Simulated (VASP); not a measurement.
# MoS2: input slips in a band-gap run and what they do

Aim: see how common mistakes in a band-structure run show up, on MoS2. The starting structure is a measured crystal structure from the Crystallography Open Database. Cell and atoms stay as given unless a step says otherwise.

Calculated with VASP 6.6.1; Kohn-Sham DFT with plane waves and PAW; LDA.

The database entry behind the starting cell differs from later determinations by our own check (about 0.3 % long), so it need not match the best structure at ambient conditions.

### Step 1. The structure

Symmetry: P6_3/mmc, No. 194, hexagonal system. The conventional cell has a = 3.169 Å, b = 3.169 Å, c = 12.324 Å, α = 90.00°, β = 90.00°, γ = 120.00°. Nearest to Mo lie 6 S at 2.41 Å. S has 3 Mo at 2.41 Å nearest. Farther neighbours and most contacts between anions are not listed.

Coordinates:

```
Mo S
1.0
     3.16900    0.00000    0.00000
    -1.58450    2.74443    0.00000
     0.00000    0.00000   12.32400
Mo S
2 4
Direct
  0.66667 0.33333 0.75000
  0.33333 0.66667 0.25000
  0.66667 0.33333 0.37700
  0.33333 0.66667 0.87700
  0.66667 0.33333 0.12300
  0.33333 0.66667 0.62300
```

### Step 2. Reference bands

The input, INCAR:

```
SYSTEM = MoS2
PREC = Accurate
ENCUT = 350
EDIFF = 1E-06
NELM = 100
ISMEAR = 0
SIGMA = 0.03
LREAL = .FALSE.
ALGO = Normal
GGA = CA
NBANDS = 42
LORBIT = 11
LWAVE = .FALSE.
LCHARG = .FALSE.
KPAR = 4
```

The input, POSCAR:

```
MoS2
1.0
    3.1690000000      0.0000000000      0.0000000000
   -1.5845000000      2.7444345046      0.0000000000
    0.0000000000      0.0000000000     12.3240000000
Mo S
2 4
Direct
    0.6666666667      0.3333333333      0.7500000000
    0.3333333333      0.6666666667      0.2500000000
    0.6666666667      0.3333333333      0.3770000000
    0.3333333333      0.6666666667      0.8770000000
    0.6666666667      0.3333333333      0.1230000000
    0.3333333333      0.6666666667      0.6230000000
```

The input, KPOINTS:

```
Automatic mesh
0
Gamma
8 8 2
0 0 0
```

The input, KPOINTS_OPT:

```
Line mode
8
Line-mode
Reciprocal
  0.00000000   0.00000000   0.00000000 GAMMA
  0.50000000   0.00000000   0.00000000 M

  0.50000000   0.00000000   0.00000000 M
  0.33333333   0.33333333   0.00000000 K

  0.33333333   0.33333333   0.00000000 K
  0.00000000   0.00000000   0.00000000 GAMMA

  0.00000000   0.00000000   0.00000000 GAMMA
  0.00000000   0.00000000   0.50000000 A

  0.00000000   0.00000000   0.50000000 A
  0.50000000   0.00000000   0.50000000 L

  0.50000000   0.00000000   0.50000000 L
  0.33333333   0.33333333   0.50000000 H

  0.33333333   0.33333333   0.50000000 H
  0.00000000   0.00000000   0.50000000 A

  0.50000000   0.00000000   0.50000000 L
  0.50000000   0.00000000   0.00000000 M

  0.33333333   0.33333333   0.00000000 K
  0.33333333   0.33333333   0.50000000 H
```

Potentials, in the order of the species: Mo_sv and S (LDA family, release 64).

The run is started by

```
$ mpirun -np 4 vasp_std
```

The log of the run:

```text
[banner, memory and clock lines left out]
running    4 mpi-ranks, on    1 nodes
 distrk:  each k-point on    1 cores,    4 groups
 distr:  one band on    1 cores,    1 groups

 POSCAR found type information on POSCAR MoS
 POSCAR found :  2 types and       6 ions
 LDA part: xc-table for (Slater(with rela. corr.)+CA(PZ))
 , standard interpolation
 POSCAR, INCAR and KPOINTS ok, starting setup
 FFT: planning ... GRIDC
 FFT: planning ... GRID_SOFT
 FFT: planning ... GRID
 WAVECAR not read
 entering main loop
       N       E                     dE             d eps       ncg     rms          rms(c)
DAV:   1     0.351699894468E+03    0.35170E+03   -0.23340E+04  1840   0.868E+02
DAV:   2    -0.349604167816E+02   -0.38666E+03   -0.37124E+03  1972   0.284E+02
DAV:   3    -0.516610956963E+02   -0.16701E+02   -0.16479E+02  2056   0.562E+01
DAV:   4    -0.518869952368E+02   -0.22590E+00   -0.22565E+00  1976   0.687E+00
DAV:   5    -0.518906741149E+02   -0.36789E-02   -0.36778E-02  2050   0.853E-01    0.344E+01
DAV:   6    -0.496935693739E+02    0.21971E+01   -0.88787E+00  1876   0.196E+01    0.113E+01
DAV:   7    -0.492412964819E+02    0.45227E+00   -0.36888E+00  1802   0.131E+01    0.880E+00
DAV:   8    -0.488852045424E+02    0.35609E+00   -0.59788E-01  1862   0.547E+00    0.206E+00
DAV:   9    -0.488839177406E+02    0.12868E-02   -0.53896E-02  1984   0.948E-01    0.719E-01
DAV:  10    -0.488807418571E+02    0.31759E-02   -0.11001E-02  1896   0.640E-01    0.193E-01
DAV:  11    -0.488807186516E+02    0.23205E-04   -0.88729E-04  1986   0.135E-01    0.102E-01
DAV:  12    -0.488806571543E+02    0.61497E-04   -0.11622E-04  1910   0.470E-02    0.782E-02
DAV:  13    -0.488806416529E+02    0.15501E-04   -0.84115E-05  1966   0.456E-02    0.158E-02
DAV:  14    -0.488806415520E+02    0.10081E-06   -0.62103E-06  1740   0.134E-02
   1 F= -.48880642E+02 E0= -.48880642E+02  d E =-.178474E-11
 Start KPOINTS_OPT (optional k-point list driver)
k-point batch [1-20\72]
       N       E                     dE             ncg
DAV:   1    -0.198844011575E+04   -0.28057E+05     1880
DAV:   2    -0.954914727713E+04   -0.75607E+04     1956
DAV:   3    -0.986756165987E+04   -0.31841E+03     2044
DAV:   4    -0.987180741269E+04   -0.42458E+01     1992
DAV:   5    -0.987187333786E+04   -0.65925E-01     2034
DAV:   6    -0.987187484220E+04   -0.15043E-02     2064
DAV:   7    -0.987187488063E+04   -0.38427E-04     2058
DAV:   8    -0.987187488161E+04   -0.98154E-06     1398
[...]
k-point batch [61-72\72]
       N       E                     dE             ncg
DAV:   1     0.641095420333E+04   -0.22091E+05     1144
DAV:   2     0.192493362143E+04   -0.44860E+04     1132
DAV:   3     0.173144959239E+04   -0.19348E+03     1204
DAV:   4     0.172885153025E+04   -0.25981E+01     1176
DAV:   5     0.172881355155E+04   -0.37979E-01     1188
DAV:   6     0.172881272455E+04   -0.82700E-03     1232
DAV:   7     0.172881270519E+04   -0.19359E-04     1204
DAV:   8     0.172881270472E+04   -0.46981E-06      816
```

Wall time 16 s (4 MPI ranks of Intel Xeon 6975P-C (Granite Rapids), shared host); peak memory 0.76 GiB; 63 s of CPU time.

Lines that name or quote the potential files are left out of all logs, and their timing lines are given in words.

OUTCAR, selected parts (step 2):

```text
ion  position               nearest neighbor table
   1  0.667  0.333  0.750-   4 2.41   6 2.41   4 2.41   6 2.41   4 2.41   6 2.41
   2  0.333  0.667  0.250-   3 2.41   5 2.41   3 2.41   5 2.41   3 2.41   5 2.41
   3  0.667  0.333  0.377-   2 2.41   2 2.41   2 2.41
   4  0.333  0.667  0.877-   1 2.41   1 2.41   1 2.41
   5  0.667  0.333  0.123-   2 2.41   2 2.41   2 2.41
   6  0.333  0.667  0.623-   1 2.41   1 2.41   1 2.41

  LATTYP: Found a hexagonal cell.
 ALAT       =     3.1690000000
 C/A-ratio  =     3.8889239508

 Subroutine GETGRP returns: Found 24 space group operations
 (whereof 12 operations were pure point group operations)

The static configuration has the point symmetry D_3d.
 The point group associated with its full space group is D_6h.

 Found     20 irreducible k-points:

   k-points           NKPTS =     20   k-points in BZ     NKDIM =     20   number of bands    NBANDS=     42

   dimension x,y,z NGX =    20 NGY =   20 NGZ =   80
   dimension x,y,z NGXF=    40 NGYF=   40 NGZF=  160

   ENCUT  =  350.0 eV  25.72 Ry    5.07 a.u.   4.83  4.83 18.80*2*pi/ulx,y,z

   NELECT =      52.0000    total number of electrons

 k-points in reciprocal lattice and weights: Automatic mesh
   0.00000000  0.00000000  0.00000000       0.008
   0.12500000  0.00000000  0.00000000       0.047
   0.25000000  0.00000000  0.00000000       0.047
   0.37500000 -0.00000000  0.00000000       0.047
   0.50000000  0.00000000  0.00000000       0.023
   0.12500000  0.12500000  0.00000000       0.047
   0.25000000  0.12500000  0.00000000       0.094
   0.37500000  0.12500000  0.00000000       0.094
   0.25000000  0.25000000  0.00000000       0.047
[...]
0.25000000  0.25000000  0.50000000       0.047
   0.37500000  0.25000000  0.50000000       0.047

 average (electrostatic) potential at core
       1 -74.8722       2 -74.8722       3 -84.9896       4 -84.9896       5 -84.9896
       6 -84.9896

 E-fermi :   7.4843

 k-point     1 :       0.0000    0.0000    0.0000
  band No.  band energies     occupation
    ...
     22       5.2225      2.00000
     23       5.2225      2.00000
     24       6.1556      2.00000
     25       6.1953      2.00000
     26       7.3566      2.00000
     27       9.4438      0.00000
     28       9.4438      0.00000
     29       9.4716      0.00000
     30       9.4716      0.00000
     31       9.6200      0.00000
    ...

 k-point     2 :       0.1250    0.0000    0.0000
  band No.  band energies     occupation
    ...
     22       4.8809      2.00000
     23       5.3314      2.00000
     24       6.1688      2.00000
     25       6.3413      2.00000
     26       6.8986      2.00000
     27       9.1123      0.00000
     28       9.2159      0.00000
     29       9.3537      0.00000
     30       9.3672      0.00000
     31       9.4532      0.00000
    ...

 k-point     3 :       0.2500    0.0000    0.0000
  band No.  band energies     occupation
    ...
     22       4.9604      2.00000
     23       5.0509      2.00000
     24       5.7725      2.00000
     25       5.8384      2.00000
     26       5.9709      2.00000
     27       8.5117      0.00000
     28       8.9368      0.00000
     29       9.1544      0.00000
     30       9.3768      0.00000
     31       9.3858      0.00000
    ...

  Total       -4.0709331     -4.0709331     -3.7942663      0.0000000      0.0000000      0.0000000
  in kB      -60.8524047    -60.8524047    -56.7167830      0.0000000      0.0000000      0.0000000
  external PRESSURE =     -59.4738641 kB  Pullay stress =       0.0000000 kB

  energy-cutoff  :      350.00
  volume of cell :      107.18
      direct lattice vectors                 reciprocal lattice vectors
     3.169000000  0.000000000  0.000000000     0.315556958  0.182186895  0.000000000
    -1.584500000  2.744434505  0.000000000     0.000000000  0.364373789  0.000000000
     0.000000000  0.000000000 12.324000000     0.000000000  0.000000000  0.081142486

 POSITION                                       TOTAL-FORCE (eV/Angst)
 -----------------------------------------------------------------------------------
      1.58450      0.91481      9.24300        -0.000000     -0.000000      0.000000
     -0.00000      1.82962      3.08100         0.000000     -0.000000      0.000000
      1.58450      0.91481      4.64615         0.000000      0.000000     -0.461400
     -0.00000      1.82962     10.80815        -0.000000     -0.000000     -0.461400
      1.58450      0.91481      1.51585         0.000000      0.000000      0.461400
     -0.00000      1.82962      7.67785        -0.000000     -0.000000      0.461400
 -----------------------------------------------------------------------------------
    total drift:                               -0.000000      0.000000     -0.000000

  FREE ENERGIE OF THE ION-ELECTRON SYSTEM (eV)
  ---------------------------------------------------
  free  energy   TOTEN  =       -48.8806415520 eV

  energy  without entropy=      -48.8806415520  energy(sigma->0) =      -48.88064155

 total charge
# of ion       s       p       d       tot
------------------------------------------
    1        2.295   6.221   3.967  12.483
    2        2.295   6.221   3.967  12.483
    3        1.362   2.322   0.000   3.685
    4        1.362   2.322   0.000   3.685
    5        1.362   2.322   0.000   3.685
    6        1.362   2.322   0.000   3.685
--------------------------------------------------
tot         10.040  21.730   7.935  39.704

[... 3 further parts left out ...]
```

Spin-orbit coupling is off here; it would split degenerate levels. At this level the cell is under a tension of 5.9 GPa, so at these settings it is away from equilibrium.

The reference gap is 0.825 eV.

### Step 3. Bands with a cutoff far too low

A slip made on purpose: a cutoff far too low. Against step 2 the input has ENCUT = 120 (also changed: NELM).

INCAR, as its differences from that of step 2:

```diff
@@ -2,5 +2,5 @@
 PREC = Accurate
-ENCUT = 350
+ENCUT = 120
 EDIFF = 1E-06
-NELM = 100
+NELM = 60
 ISMEAR = 0
```

POSCAR is that of step 2.

KPOINTS is that of step 2.

KPOINTS_OPT is that of step 2.

The run is started by

```
$ mpirun -np 4 vasp_std
```

The log of the run:

```text
[... set-up lines as in an earlier step ...]
 entering main loop
       N       E                     dE             d eps       ncg     rms          rms(c)
DAV:   1     0.142576201052E+03    0.14258E+03   -0.13246E+04  2108   0.386E+02
DAV:   2    -0.305353836714E+02   -0.17311E+03   -0.16804E+03  2030   0.159E+02
DAV:   3    -0.350182971352E+02   -0.44829E+01   -0.44529E+01  2072   0.246E+01
DAV:   4    -0.350392909677E+02   -0.20994E-01   -0.20982E-01  1968   0.162E+00
[...]
DAV:  16    -0.184273972764E+02    0.74933E-05   -0.26830E-06  1526   0.714E-03    0.155E-02
DAV:  17    -0.184273931016E+02    0.41748E-05   -0.93765E-08   882   0.118E-03    0.763E-03
DAV:  18    -0.184273922313E+02    0.87025E-06   -0.46437E-09   876   0.297E-04
   1 F= -.18427392E+02 E0= -.18427392E+02  d E =-.762995E-52
 Start KPOINTS_OPT (optional k-point list driver)
k-point batch [1-20\72]
       N       E                     dE             ncg
DAV:   1    -0.630925318522E+04   -0.21605E+05     2204
DAV:   2    -0.976415114969E+04   -0.34549E+04     1968
DAV:   3    -0.984728588674E+04   -0.83135E+02     2008
DAV:   4    -0.984765278607E+04   -0.36690E+00     1976
DAV:   5    -0.984765518522E+04   -0.23991E-02     1982
DAV:   6    -0.984765521126E+04   -0.26040E-04     1886
DAV:   7    -0.984765521157E+04   -0.30741E-06     1460
[...]
k-point batch [61-72\72]
       N       E                     dE             ncg
DAV:   1     0.847661828856E+03   -0.16177E+05     1334
DAV:   2    -0.126012039438E+04   -0.21078E+04     1194
DAV:   3    -0.131360665425E+04   -0.53486E+02     1208
DAV:   4    -0.131383717517E+04   -0.23052E+00     1150
DAV:   5    -0.131383873697E+04   -0.15618E-02     1168
DAV:   6    -0.131383875575E+04   -0.18776E-04     1056
DAV:   7    -0.131383875603E+04   -0.28488E-06      872
```

Run time: 4 s. Hardware: 4 MPI ranks; peak memory 0.48 GiB; 14 s of CPU time.

From OUTCAR (step 3):

```text
  Total     -283.3827583   -283.3827583   -282.7519095      0.0000000      0.0000000      0.0000000
  in kB    -4236.0122356  -4236.0122356  -4226.5822921      0.0000000      0.0000000      0.0000000
  external PRESSURE =   -4232.8689211 kB  Pullay stress =       0.0000000 kB

 POSITION                                       TOTAL-FORCE (eV/Angst)
 -----------------------------------------------------------------------------------
      1.58450      0.91481      9.24300        -0.000000      0.000000      0.000000
     -0.00000      1.82962      3.08100         0.000000     -0.000000      0.000000
      1.58450      0.91481      4.64615         0.000000     -0.000000      1.611338
     -0.00000      1.82962     10.80815         0.000000      0.000000      1.611338
      1.58450      0.91481      1.51585        -0.000000      0.000000     -1.611338
     -0.00000      1.82962      7.67785        -0.000000      0.000000     -1.611338
 -----------------------------------------------------------------------------------
    total drift:                               -0.000000      0.000000     -0.000000

  FREE ENERGIE OF THE ION-ELECTRON SYSTEM (eV)
  ---------------------------------------------------
  free  energy   TOTEN  =       -18.4273922313 eV

  energy  without entropy=      -18.4273922313  energy(sigma->0) =      -18.42739223

[... 1 part as in an earlier step ...]

[... 2 further parts left out ...]
[key lines of the parts left out:]
E-fermi :   7.6317
```

With a cutoff far too low the gap is 0.622 eV, -0.203 eV from the reference.

### Step 4. Bands with a wide metal-type smearing

A slip made on purpose: a wide metal-type smearing. Against step 2 the input has ISMEAR = 1 and SIGMA = 1 (also changed: NELM).

INCAR, as its differences from that of step 3:

```diff
@@ -2,7 +2,7 @@
 PREC = Accurate
-ENCUT = 120
+ENCUT = 350
 EDIFF = 1E-06
 NELM = 60
-ISMEAR = 0
-SIGMA = 0.03
+ISMEAR = 1
+SIGMA = 1
 LREAL = .FALSE.
```

POSCAR is that of step 3.

KPOINTS is that of step 3.

KPOINTS_OPT is that of step 3.

The run is started by

```
$ mpirun -np 4 vasp_std
```

The log of the run:

```text
[... set-up lines as in an earlier step ...]
 entering main loop
       N       E                     dE             d eps       ncg     rms          rms(c)
DAV:   1     0.351685350703E+03    0.35169E+03   -0.23340E+04  1840   0.868E+02
DAV:   2    -0.348087586488E+02   -0.38649E+03   -0.37086E+03  1972   0.284E+02
DAV:   3    -0.514941450261E+02   -0.16685E+02   -0.16468E+02  2056   0.562E+01
DAV:   4    -0.517201148847E+02   -0.22597E+00   -0.22568E+00  1976   0.687E+00
[...]
DAV:  12    -0.486895054645E+02    0.63488E-04   -0.11629E-04  1910   0.467E-02    0.864E-02
DAV:  13    -0.486894879144E+02    0.17550E-04   -0.84489E-05  1964   0.451E-02    0.154E-02
DAV:  14    -0.486894881809E+02   -0.26647E-06   -0.57855E-06  1748   0.121E-02
   1 F= -.48689488E+02 E0= -.48861403E+02  d E =0.515744E+00
 Start KPOINTS_OPT (optional k-point list driver)
k-point batch [1-20\72]
       N       E                     dE             ncg
DAV:   1    -0.199578741510E+04   -0.28064E+05     1880
DAV:   2    -0.955720344678E+04   -0.75614E+04     1956
DAV:   3    -0.987565372433E+04   -0.31845E+03     2044
DAV:   4    -0.987990153191E+04   -0.42478E+01     1992
DAV:   5    -0.987996753422E+04   -0.66002E-01     2034
DAV:   6    -0.987996904123E+04   -0.15070E-02     2064
DAV:   7    -0.987996907974E+04   -0.38511E-04     2058
DAV:   8    -0.987996908073E+04   -0.98525E-06     1398
[...]
k-point batch [61-72\72]
       N       E                     dE             ncg
DAV:   1     0.640662031751E+04   -0.22095E+05     1144
DAV:   2     0.192008050532E+04   -0.44865E+04     1132
DAV:   3     0.172656270101E+04   -0.19352E+03     1204
DAV:   4     0.172396350805E+04   -0.25992E+01     1176
DAV:   5     0.172392548355E+04   -0.38025E-01     1188
DAV:   6     0.172392465506E+04   -0.82848E-03     1232
DAV:   7     0.172392463566E+04   -0.19405E-04     1204
DAV:   8     0.172392463519E+04   -0.47007E-06      816
```

Wall time 18 s (4 MPI ranks); peak memory 0.74 GiB; 69 s of CPU time.

From OUTCAR (step 4):

```text
  Total       -4.6975567     -4.6975567     -3.9614026      0.0000000      0.0000000      0.0000000
  in kB      -70.2191893    -70.2191893    -59.2151400      0.0000000      0.0000000      0.0000000
  external PRESSURE =     -66.5511729 kB  Pullay stress =       0.0000000 kB

 POSITION                                       TOTAL-FORCE (eV/Angst)
 -----------------------------------------------------------------------------------
      1.58450      0.91481      9.24300        -0.000000      0.000000      0.000000
     -0.00000      1.82962      3.08100        -0.000000     -0.000000      0.000000
      1.58450      0.91481      4.64615         0.000000     -0.000000     -0.465994
     -0.00000      1.82962     10.80815         0.000000      0.000000     -0.465994
      1.58450      0.91481      1.51585         0.000000     -0.000000      0.465994
     -0.00000      1.82962      7.67785        -0.000000      0.000000      0.465994
 -----------------------------------------------------------------------------------
    total drift:                               -0.000000      0.000000     -0.000000

  FREE ENERGIE OF THE ION-ELECTRON SYSTEM (eV)
  ---------------------------------------------------
  free  energy   TOTEN  =       -48.6894881809 eV

  energy  without entropy=      -49.2052322486  energy(sigma->0) =      -48.86140287

[... 2 parts as in an earlier step ...]

[... 1 further part left out ...]
[key lines of the parts left out:]
E-fermi :   8.0041
```

With a wide metal-type smearing the gap is 0.824 eV, -0.002 eV from the reference.

(Continued in part 2 of 2.)

[Lines on the potential files, build, host, timing and source positions are cut from VASP's logs without a mark.]

[Logs are printed without paths, hosts, clocks, repeated set-up lines and the standing remarks that a program may print on its own settings, such as how far it seeks lower states.]

[Hosts, paths, dates, database ids (printed as entryN), source tags and the programs' standing remarks are cut or masked in the printed files.]
